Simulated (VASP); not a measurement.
OSZICAR of a VASP run on AuAl$_{2}$ (space group Fm-3m):

**OSZICAR**
```
       N       E                     dE             d eps       ncg     rms          rms(c)
DAV:   1     0.349123541364E+02    0.34912E+02   -0.51812E+03  2176   0.735E+02
DAV:   2    -0.145845082463E+02   -0.49497E+02   -0.45753E+02  2308   0.160E+02
DAV:   3    -0.156673679723E+02   -0.10829E+01   -0.10764E+01  2520   0.232E+01
DAV:   4    -0.156738029174E+02   -0.64349E-02   -0.64333E-02  2348   0.214E+00
DAV:   5    -0.156738744597E+02   -0.71542E-04   -0.71537E-04  2564   0.224E-01    0.989E+00
DAV:   6    -0.143853376579E+02    0.12885E+01   -0.64546E+00  2308   0.287E+01    0.405E+00
DAV:   7    -0.142950808072E+02    0.90257E-01   -0.26540E-01  2172   0.575E+00    0.195E+00
DAV:   8    -0.142532515055E+02    0.41829E-01   -0.27415E-02  2380   0.118E+00    0.412E-01
DAV:   9    -0.142518122184E+02    0.14393E-02   -0.27612E-03  2412   0.608E-01    0.212E-01
DAV:  10    -0.142518410705E+02   -0.28852E-04   -0.12653E-04  2324   0.104E-01    0.389E-02
DAV:  11    -0.142518345661E+02    0.65044E-05   -0.53107E-06  2436   0.172E-02    0.117E-02
DAV:  12    -0.142518344806E+02    0.85470E-07   -0.63334E-07  1300   0.873E-03
   1 F= -.14251834E+02 E0= -.14251372E+02  d E =-.924629E-03
```

**Question.** Which electronic solver shows in the log?

**Answer.** It is blocked Davidson (ALGO = Normal, or the opening steps of other solvers). The INCAR had ALGO = Normal.

**Question.** Can the final energy be trusted as converged?

**Answer.** The run converged. It stopped with EDIFF = 1E-6, NELM = 100 (LDA (Ceperley-Alder, Perdew-Zunger), plane waves, VASP's LDA PAW potentials (set 64)).

The structure is a typed AuAl2 crystal (Fm-3m). The cell was not relaxed at this level. The run is one of a series of settings (GGA removed, POTCAR Al Au (LDA.64 set) against the base run), some of them coarse on purpose. The electron count is odd and the run is not spin-polarised, which forces a metal.
